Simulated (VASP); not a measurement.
Cu2B:

```
CELL_PARAMETERS angstrom
0.00000 3.28347 3.28347
3.28347 0.00000 3.28347
3.28347 3.28347 0.00000
ATOMIC_POSITIONS crystal
Cu 0.12500 0.12500 0.12500
Cu 0.62500 0.12500 0.12500
Cu 0.12500 0.12500 0.62500
Cu 0.12500 0.62500 0.12500
B 0.50000 0.50000 0.50000
B 0.75000 0.75000 0.75000
```

The cell was built by a generator and needn't be a form met in nature.

Base run:

| Property | Result |
| --- | --- |
| Program | VASP 6.6.1 |
| Functional | PBEsol |
| Potentials or basis | VASP PAW PBE potentials, release 64 (Cu, B) |
| Cutoff | 520 eV |
| k mesh | 5 × 5 × 5 |
| Occupations | fermi-dirac, width 0.05 eV |
| Spin | no spin polarisation |

Its results: band gap on the k mesh none (metal or under the smearing width); pressure -6.4 GPa.

Problem. The run is repeated on the same cell with these changes: hubbard terms from none to Cu d U = 3 eV. What comes out?

Solution. Band gap on the k mesh none (metal or under the smearing width); pressure -8.5 GPa.

Caveats: the PAW data sets were made with another functional, which shifts forces and pressure a little; U without spin polarisation on a metal has little footing (some runs); the U is typed as a test and isn't derived for this compound (some runs).

Not every run made on this cell is shown here.
